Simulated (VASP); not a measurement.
The system is InSb2As3.

```
CELL_PARAMETERS angstrom
4.00000 0.00000 0.00000
-2.00000 3.46410 0.00000
0.00000 0.00000 10.83000
ATOMIC_POSITIONS crystal
In 0.00000 0.00000 0.00000
Sb 0.66667 0.33333 0.33300
Sb 0.33333 0.66667 0.66700
As 0.00000 0.00000 0.46300
As 0.33333 0.66667 0.13000
As 0.66667 0.33333 0.79700
```

The cell was built by a generator and needn't be a form met in nature.

```yaml
Program: VASP 6.6.1
Task: relaxation of cell and atoms
Functional: PBE
Potentials_or_basis: VASP PAW PBE potentials, release 64 (In_d, Sb, As)
Cutoff: 520 eV
k_mesh: 4 × 4 × 2
Occupations: gaussian, width 0.15 eV
Spin: no spin polarisation
```

At the start: pressure 2.9 GPa; volume 25.01 Å³/atom.

Where does the relaxation end?

Over 24 steps the energy falls by 50.9 meV/atom and the volume is 24.51 Å³/atom (-2.0 %); space group P3m1 (No. 156, to 0.05 Å).

The path:
| step | energy change (eV) | largest force (eV/Å) | pressure (GPa) | volume (Å³) |
| --- | --- | --- | --- | --- |
| 1 | 0.0000 | 0.6826 | 2.90 | 150.06 |
| 2 | -0.0928 | 0.2766 | -2.16 | 160.08 |
| 3 | -0.1044 | 0.3301 | -0.87 | 157.31 |
| 4 | -0.1548 | 0.1591 | -0.78 | 156.13 |
| 5 | -0.2295 | 0.3701 | 0.04 | 152.30 |
| 6 | -0.2299 | 0.2802 | -0.23 | 153.07 |
| 7 | -0.2307 | 0.3281 | -0.17 | 152.79 |
| 8 | -0.2448 | 0.2930 | 0.07 | 151.60 |
| 9 | -0.2524 | 0.2776 | 0.09 | 150.73 |
| 10 | -0.2599 | 0.2302 | 0.62 | 148.99 |
| 11 | -0.2687 | 0.1714 | 0.20 | 149.36 |
| 12 | -0.2725 | 0.1522 | -0.06 | 149.57 |
| 13 | -0.2771 | 0.1266 | -0.36 | 150.01 |
| 14 | -0.2752 | 0.0990 | -1.14 | 150.89 |
| 15 | -0.2781 | 0.1665 | -0.88 | 150.35 |
| 16 | -0.2855 | 0.0972 | -0.72 | 149.67 |
| 17 | -0.2954 | 0.1650 | -0.17 | 148.23 |
| 18 | -0.2968 | 0.1926 | -0.23 | 147.71 |
| 19 | -0.2970 | 0.2277 | -0.02 | 147.17 |
| 20 | -0.2971 | 0.2282 | 0.07 | 147.37 |
| 21 | -0.2970 | 0.2163 | 0.00 | 147.26 |
| 22 | -0.3000 | 0.1747 | 0.05 | 147.23 |
| 23 | -0.3050 | 0.0912 | 0.13 | 147.12 |
| 24 | -0.3055 | 0.0704 | 0.06 | 147.07 |

Final structure:
```xyz
6
Lattice="4.1235 0.0000 0.0000 -2.0617 3.5710 0.0000 0.0000 0.0000 9.9880" Properties=species:S:1:pos:R:3 pbc="T T T"
In    0.0000    0.0000    9.8993
Sb    2.0617    1.1904    3.1502
Sb    0.0000    2.3807    6.5286
As    0.0000    0.0000    4.7419
As    0.0000    2.3807    1.4332
As    2.0617    1.1904    8.1059
```

Caveat: the k mesh is coarse (spacing up to 0.45 Å⁻¹), so the values aren't converged.
